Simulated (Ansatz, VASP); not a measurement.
# HfB2 in two plane-wave programs, part 2 of 2

Aim: how closely do two programs agree when they are given the same cell, functional and k mesh? The cell is taken from a series of runs on this material, whose earlier steps may have relaxed, scaled, displaced or heated it; both programs get it as it stands.

VASP 6.6.1 and Ansatz 0.2.0.

So far: Starting point; VASP: zone-centre phonons, PBEsol.

## (3) Ansatz: zone-centre phonons, PBEsol

Level of this step: Ansatz beside VASP: Kohn-Sham DFT, plane waves, PBEsol (Ansatz).

Ansatz runs on its PAW soft_1 files.

The same cell, functional, mesh and smearing now go to Ansatz, which takes its cutoff from its data sets.

The input, input.yaml:

```yaml
crystal:
  lattice:
    - [3.0881504622, 0.0, 0.0]
    - [-1.5440752311, 2.674416751, 0.0]
    - [0.0, 0.0, 3.3934378547]
  atoms:
    - { symbol: B, position: [0.3333333333, 0.6666666667, 0.5] }
    - { symbol: B, position: [0.6666666667, 0.3333333333, 0.5] }
    - { symbol: Hf, position: [0.0, 0.0, 0.0] }
kpoints:
  mp_grid: { grid: [15, 15, 12] }
hamiltonian:
  xc: pbesol
  pseudopotentials: { kind: paw, azcp: { folder: soft_1 }, xc_functional: pbe }
scf:
  occupations: { method: methfessel_paxton, width: 0.2 }
output:
  eigenvalues: true
phonons:
  method: dfpt
```

Command:

```bash
> ansatz run input.yaml --threads 4 --pin off --max-ram 10240MiB --backend cpu --events-out ev --progress --plain --runs-dir out
```

Numbers of over 12 decimals in the logs are rounded to 6 here.

The program printed:

```text
zone centre: on kpoints.mp_grid the ground state, and the responses unless they are solved on pairs of k-points, stand on 448 of the mesh's 2700 k-points, reduced under 4 symmetry operations, with k and −k counted as one. Each operation leaves every solved displacement unchanged or reverses it
Engine: ansatz 0.2.0, aarch64-unknown-linux-gnu
Pseudopotentials: kind: paw
Pseudopotential: B, paw, valence charge 3, recommended cutoff 420 eV (normal), soft_1/B.paw.azcp
Pseudopotential: Hf, paw, valence charge 26, recommended cutoff 420 eV (normal), soft_1/Hf.paw.azcp
Functional definition: PBEsol
  exchange = pbesol_x
  correlation = pbesol_c
Crystal: 3 atoms, lattice volume = 28.026 Å³
Basis set: ecut = 420 eV, 563 PW (Γ), exchange–correlation on 48×48×48 points (8 copies of the dense FFT grid, shifted against one another)
Bands: 20, of which v1, the nominal top of the filled ones, is band 16 counted from 1 (15 counted from 0)
Symmetry: 24 space group operations
k-points: 448 of 2700 (irreducible under 4 space group operations, time reversal used)
Non-local potential: B, projectors of the file, l = 0: 2, l = 1: 2, l = 2: 1
Non-local potential: Hf, projectors of the file, l = 0: 3, l = 1: 2, l = 2: 2, l = 3: 3
PAW form: soft (Blöchl's): semilocal exchange-correlation on the pseudo side does not see the compensation charge
PAW frozen core: B, regenerated for the run's functional, and the local potential with it (the file was generated under x = pbe(κ = 0.804, μ = 0.219515), c = pbe(β = 0.066725))
PAW frozen core: Hf, regenerated for the run's functional, and the local potential with it (the file was generated under x = pbe(κ = 0.804, μ = 0.219515), c = pbe(β = 0.066725))
PAW one-centre angular grid: B, 110 points (default); XC on 64 Gauss nodes
PAW one-centre angular grid: Hf, 590 points (default); XC on 64 Gauss nodes
Initial density: superposition of atomic densities (chi_scale 0.1, normalization cell, long waves kept (reshape's long-wave potential 0.00 eV rms))
Initial wavefunctions: pseudopotential atomic-orbital guess
Functional: x = pbesol(κ = 0.804, μ = 0.123457), c = pbesol(β = 0.046)
SCF iter   1: F=—  HF=-15907.981122 eV  |F-HF|=—  |Δ(HF+E_count)|=         —  Δρ=6.88e-2  dr2=2.03e0  ethr=3.10e-3  ⟨swp⟩=4.2  Hψ=35197  notcnv=0
preconditioner: auto → none  [insulator: Δε(μ)=0.183 eV  Ē_g=16.759 eV  σ=0.200 eV  W_gap=0.54  n_scr=8 (ndim 8)  ℏωp=38.4 eV  f_vac=0.000  D(μ)=0.24/eV (n_scr^D=0)  ε∞_Penn≈6.3]
SCF iter   2: F=—  HF=-15907.438900 eV  |F-HF|=—  |Δ(HF+E_count)|=   5.42e-1  S|Δr|=    0.00e0  Δρ=2.62e-2  dr2=2.67e-1  ethr=3.10e-3  ⟨swp⟩=2.7  Hψ=21148  notcnv=0
SCF iter   3: F=—  HF=-15907.340123 eV  |F-HF|=—  |Δ(HF+E_count)|=   9.88e-2  S|Δr|=    0.00e0  Δρ=1.09e-2  dr2=1.51e-2  ethr=8.33e-4  ⟨swp⟩=2.0  Hψ=19558  notcnv=0
SCF iter   4: F=—  HF=-15907.341767 eV  |F-HF|=—  |Δ(HF+E_count)|=   1.64e-3  S|Δr|=    0.00e0  Δρ=3.71e-3  dr2=1.39e-3  ethr=4.72e-5  ⟨swp⟩=2.7  Hψ=18946  notcnv=0
SCF iter   5: F=—  HF=-15907.342603 eV  |F-HF|=—  |Δ(HF+E_count)|=   8.36e-4  S|Δr|=    0.00e0  Δρ=4.18e-4  dr2=2.74e-5  ethr=4.33e-6  ⟨swp⟩=2.2  Hψ=14239  notcnv=0
SCF iter   6: F=—  HF=-15907.342613 eV  |F-HF|=—  |Δ(HF+E_count)|=   9.61e-6  S|Δr|=    0.00e0  Δρ=1.25e-4  dr2=1.49e-6  ethr=8.57e-8  ⟨swp⟩=2.0  Hψ=16137  notcnv=0
SCF iter   7: F=—  HF=-15907.342611 eV  |F-HF|=—  |Δ(HF+E_count)|=   1.81e-6  S|Δr|=    0.00e0  Δρ=2.36e-5  dr2=1.61e-7  ethr=4.64e-9  ⟨swp⟩=2.0  Hψ=12250  notcnv=0
SCF iter   8: F=—  HF=-15907.342611 eV  |F-HF|=—  |Δ(HF+E_count)|=   5.81e-8  S|Δr|=    0.00e0  Δρ=3.17e-6  dr2=2.17e-9  ethr=5.03e-10  ⟨swp⟩=2.0  Hψ=14323  notcnv=0
SCF iter   9: F=-15907.342611 eV  HF=-15907.342611 eV  |F-HF|=1.27e-11  |Δ(HF+E_count)|=  6.84e-10  S|Δr|=    0.00e0  Δρ=1.59e-7  dr2=9.24e-12  ethr=1.00e-12  ⟨swp⟩=5.0  Hψ=52391  notcnv=0
the search or the solves at the SCF's close seem to have found levels that the self-consistency loop had missed (the run counts 2). By its estimate they hold under 1e-12 electrons; where the run keeps them, the occupations were computed again with them
SCF 1 converged in 9 iterations: F = -15907.342611 eV  dr2 = 9.24e-12
  greatest PAW one-centre occupation: 0.998 electrons in one spin orbital (limit 2), on the Hf atom at site 2 (counted from 0), in its partial waves of l = 0
DFPT response loops at Γ: preconditioner auto → Kerker (q_TF=auto, 2.789 Å⁻¹) (partly filled bands, converged f_vac=0.000); β = 1.00, the filter's whole step (`scf.mixing.beta` (0.50) is not read by the response loops under this deck's `scf.mixing.preconditioner`; to damp them name `kerker` or `kerker_dos`, under which they read `scf.mixing.beta`, and type it under 1.00, their step now; both keys bind the ground state too); Broyden in place of MSR1
SCF converged after 9 iterations
Stability not checked: this state was not tested for a lower state beside it, because cold or Methfessel-Paxton smearing, or corrected tetrahedra, fill the levels in a way that the test cannot read (fill_not_monotonic; see scf.lower_state_search)
Free energy (F): -15907.342611 eV
Harris-Foulkes:  -15907.342611 eV  (|F-HF|=1.27e-11)
Internal energy: -15907.342974 eV  (E = F + TS)
E sigma→0 (E₀):  -15907.342702 eV
Entropy (-TS):   0.000363 eV (0.121 meV/atom)
Fermi energy:    20.236888 eV
--- Per-component energies (eV) ---
  E_band       = 123.360655
  E_kinetic    = 517.166136
  E_local      = -6363.837531  (includes V_loc(G=0)·N_el)
  E_nonlocal   = 82.377752
  E_hartree    = 3148.251043
  E_xc         = -334.352171
  E_vxc        = -337.714086  (∫ρ·V_xc dr)
  E_paw        = -7728.322797  (= ΣΔE_a)
  E_vpaw       = -71.133567  (= ΣTr[D̂ρ^β])
  E_aug_tail   = 0.000107  (compensation charges beyond the density's cutoff)
  E_ewald      = -5229.905991
  E_core_change = 1.280478  (= ΣΔE_core)
  E_smearing   = 0.000363  (= −TS)
  E_closure    = -0.000000  (closes the sum)
  Σ components = -15907.342611   (vs F -15907.342611, Δ=0.00e0)
--- Band table (eV; the first three rows and the last of 448) ---
  k-point 0: bands = [... 12 lower, 17.0485, 17.1209, 17.1209, 17.6214, 24.4619, 24.4619, 25.2395, 25.2395]
  k-point 1: bands = [... 12 lower, 16.2287, 17.1983, 17.1983, 18.4044, 23.5388, 23.5388, 24.9729, 24.9729]
  k-point 2: bands = [... 12 lower, 15.1398, 17.4272, 17.4272, 19.4097, 22.4578, 22.4578, 24.2773, 24.2773]
  k-point 447: bands = [... 12 lower, 12.7788, 14.9990, 15.6920, 17.1899, 24.5744, 25.7139, 25.9753, 27.1829]
--- Phonons (Γ-DFPT): 4 representative perturbations + reference, on 448 of 2700 k-points (Σ response iterations 12) ---
  k mesh reduced under 4 symmetry operations, with k and −k counted as one. Each operation leaves every solved displacement unchanged or reverses it
  ASR residual: 1.022e-4 → 0.000e0 eV/Å²; symmetrization residual: 1.011e-6 eV/Å²
  ASR residual per site (eV/Å²): 1.66e-5 1.66e-5 1.02e-4
  Γ frequencies (cm⁻¹): 0.00 0.00 0.00 476.58 476.58 513.51 587.63 865.66 865.66
  non-analytic LO–TO correction: not included (Born effective charges unavailable; polar crystals: no LO–TO splitting at Γ)
```

## (4) Side by side

Known differences besides the potentials themselves: the data sets hold 32 valence electrons in Ansatz (on its PAW soft_1 files) and 16 in VASP; the cutoff is 420 eV in Ansatz and 500 eV in VASP; Ansatz makes its cores anew for this functional, VASP keeps those of its PBE data sets. Total energies have different zeros and are not compared.

Both answers:

| quantity | Ansatz | VASP | difference |
| --- | --- | --- | --- |
| optical mode 1 to 2 (cm⁻¹) | 476.6 | 478.3 | -0.35 % |
| optical mode 3 (cm⁻¹) | 513.5 | 515.1 | -0.32 % |
| optical mode 4 (cm⁻¹) | 587.6 | 589.1 | -0.25 % |
| optical mode 5 to 6 (cm⁻¹) | 865.7 | 870.6 | -0.56 % |

Modes are paired by rising frequency, not by their patterns, so a pair may set unlike modes beside each other; they are those without the splitting of longitudinal modes.

## (5) Results

| Quantity | Value |
| --- | --- |
| r.m.s. difference of the optical zone-centre modes, each program's sorted by frequency (zone-centre phonons, PBEsol) | 3.1 cm⁻¹ |
| difference in optical mode 5 to 6 (zone-centre phonons, PBEsol) | -0.6 % |

**Reading.** The r.m.s. difference of the optical zone-centre modes, each program's sorted by frequency is 3.1 cm⁻¹ (zone-centre phonons, PBEsol). The data sets hold unlike numbers of valence electrons (32 in Ansatz and 16 in VASP), so part of the differences comes from the potentials. Among the rows given in per cent, the largest difference of the zone-centre phonons, PBEsol pair is in optical mode 5 to 6, -0.6 %. How closely two codes agree says nothing of how well the functional describes the real material.

[Lines on the potential files, build, host, timing and source positions are cut from VASP's logs without a mark.]

[Logs are printed without paths, hosts, clocks, repeated set-up lines and the standing remarks that a program may print on its own settings, such as how far it seeks lower states.]

[Hosts, paths, dates, database ids (printed as entryN), source tags and the programs' standing remarks are cut or masked in the printed files.]
